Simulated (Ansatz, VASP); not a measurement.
# One calculation of BeAg2F6, two programs

```xyz
9
Lattice="0.0000 3.6728 3.6728 3.6728 0.0000 3.6728 3.6728 3.6728 0.0000" Properties=species:S:1:pos:R:3 pbc="T T T"
Be    0.0000    0.0000    0.0000
Ag    1.8364    1.8364    1.8364
Ag    5.5092    5.5092    5.5092
F     1.7246    3.6728    3.6728
F     3.6728    1.7246    3.6728
F     5.6210    3.6728    3.6728
F     3.6728    5.6210    3.6728
F     3.6728    3.6728    1.7246
F     3.6728    3.6728    5.6210
```

Change from the starting cell: species swapped into the Rb2PdBr6 type (Fm-3m, No. 225).

Alike in both runs: functional PBE; k mesh 10 × 10 × 10; occupations gaussian, width 0.1 eV; collinear spin.

Ansatz relaxed the structure, and its values are those at the end. VASP's run is a single point on that final structure, the one shown.

|  | VASP | Ansatz |
| --- | --- | --- |
| version | VASP 6.6.1 | Ansatz 0.2.0 |
| potentials or method | VASP PAW PBE potentials, release 64 (Be, Ag, F) | scalar-relativistic, plane waves, PAW |
| plane-wave cutoff (eV) | 520 | 420 |
| valence electrons in the cell | 66 | 82 |

Ansatz gave:

```
gap on the k mesh at the Fermi level (eV) : none
pressure (GPa)                            : 0.0
rms of the force components (eV/Å)        : 0.001
net moment per atom (μB)                  : 0.22
```

Estimate VASP's values.

gap on the k mesh at the Fermi level (eV): none; pressure (GPa): -0.2; rms of the force components (eV/Å): 0.012; net moment per atom (μB): 0.22.

A gap of «none» marks a metal or a gap that the smearing closes. The two sets of potentials don't hold the same shells in valence.
